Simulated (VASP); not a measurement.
Calculation: LDA (Ceperley-Alder, Perdew-Zunger), VASP's LDA PAW potentials (set 64) (plane waves; VASP).

VASP input:

**POSCAR**
```
MgS
1
    0.0000000000     2.6192450000     2.6192450000
    2.6192450000     0.0000000000     2.6192450000
    2.6192450000     2.6192450000     0.0000000000
Mg S
1 1
Direct
  0.0000000000   0.0000000000   0.0000000000
  0.5000000000   0.5000000000   0.5000000000
```

INCAR:
```
SYSTEM = MgS
PREC = Accurate
ENCUT = 300
EDIFF = 1E-6
NELM = 100
ALGO = Normal
LREAL = .FALSE.
LASPH = .TRUE.
ISMEAR = -1
SIGMA = 0.02
LWAVE = .FALSE.
LCHARG = .FALSE.
ISIF = 2
```

File KPOINTS:
```
Automatic
0
Gamma
7 7 7
0 0 0
```

POTCAR, in this order: Mg S (LDA.64 set). Program: vasp_std.

The resulting files:

**OSZICAR**
```
       N       E                     dE             d eps       ncg     rms          rms(c)
DAV:   1     0.143769227711E+02    0.14377E+02   -0.28258E+03   336   0.515E+02
DAV:   2    -0.927126704025E+01   -0.23648E+02   -0.21825E+02   440   0.901E+01
DAV:   3    -0.999007665736E+01   -0.71881E+00   -0.71881E+00   392   0.212E+01
DAV:   4    -0.999283485175E+01   -0.27582E-02   -0.27582E-02   528   0.141E+00
DAV:   5    -0.999283634110E+01   -0.14894E-05   -0.14894E-05   384   0.309E-02    0.436E+00
DAV:   6    -0.960368945003E+01    0.38915E+00   -0.10462E+00   336   0.487E+00    0.334E+00
DAV:   7    -0.955404675979E+01    0.49643E-01   -0.20663E-01   400   0.227E+00    0.211E+00
DAV:   8    -0.954853987481E+01    0.55069E-02   -0.10806E-02   392   0.781E-01    0.751E-01
DAV:   9    -0.954832352170E+01    0.21635E-03   -0.56115E-04   400   0.164E-01    0.267E-01
DAV:  10    -0.954831307281E+01    0.10449E-04   -0.32052E-05   416   0.332E-02    0.846E-02
DAV:  11    -0.954831213690E+01    0.93591E-06   -0.69731E-06   400   0.154E-02
   1 F= -.95483121E+01 E0= -.95483121E+01  d E =-.157505E-10
```

### OUTCAR
```
------------------------ aborting loop because EDIFF is reached ----------------------------------------
  FORCE on cell =-STRESS in cart. coord.  units (eV):
  Direction    XX          YY          ZZ          XY          YZ          ZX
  --------------------------------------------------------------------------------------
  Total       -1.1960246     -1.1960246     -1.1960246     -0.0000000     -0.0000000      0.0000000
  in kB      -53.3202678    -53.3202678    -53.3202678     -0.0000000     -0.0000000      0.0000000
  external PRESSURE =     -53.3202678 kB  Pullay stress =       0.0000000 kB
  volume of cell :       35.94
      direct lattice vectors                 reciprocal lattice vectors
     0.000000000  2.619245000  2.619245000    -0.190894704  0.190894704  0.190894704
     2.619245000  0.000000000  2.619245000     0.190894704 -0.190894704  0.190894704
     2.619245000  2.619245000  0.000000000     0.190894704  0.190894704 -0.190894704
 POSITION                                       TOTAL-FORCE (eV/Angst)
 -----------------------------------------------------------------------------------
      0.00000      0.00000      0.00000         0.000000     -0.000000      0.000000
      2.61924      2.61924      2.61924        -0.000000      0.000000     -0.000000
 -----------------------------------------------------------------------------------
    total drift:                               -0.000000     -0.000000      0.000000
  FREE ENERGIE OF THE ION-ELECTRON SYSTEM (eV)
  ---------------------------------------------------
  free  energy   TOTEN  =        -9.5483121369 eV

  energy  without entropy=       -9.5483121369  energy(sigma->0) =       -9.54831214
```
(Selected blocks of OUTCAR.)

The structure comes from a computed database's MgS entry; how it stands against other phases isn't given here. The cell was not relaxed at this level. The run is one of a series of settings (GGA removed, POTCAR Mg S (LDA.64 set) against the base run), some of them coarse on purpose.
